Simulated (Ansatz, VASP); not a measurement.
## Two plane-wave programs on RbPd

```
Rb Pd
1.0
     0.00000    3.31585    3.31585
     3.31585    0.00000    3.31585
     3.31585    3.31585    0.00000
Rb Pd
1 1
Direct
  0.50000 0.50000 0.50000
  0.00000 0.00000 0.00000
```

Alike in both runs: task relaxation of cell and atoms; functional PBE; k mesh 14 × 14 × 14; occupations gaussian, width 0.1 eV; no spin polarisation.

```csv
,VASP,Ansatz
version,VASP 6.6.1,Ansatz 0.2.0
potentials or method,"VASP PAW PBE potentials, release 64 (Rb_sv, Pd)","scalar-relativistic, plane waves, PAW"
plane-wave cutoff (eV),600,420
valence electrons in the cell,19,27
```

Ansatz gave:

| Property | Result |
| --- | --- |
| gap on the k mesh at the Fermi level, each at its own relaxed structure (eV) | none |
| relaxed volume (Å³/atom) | 37.39 |
| relaxed cell length with the largest relative difference (Å) | 4.729 |

Task: What did VASP give for the same quantities?

Result: gap on the k mesh at the Fermi level, each at its own relaxed structure (eV): none; relaxed volume (Å³/atom): 37.40; relaxed cell length with the largest relative difference (Å): 4.729.

A gap of «none» marks a metal or a gap that the smearing closes. The two sets of potentials don't hold the same shells in valence.
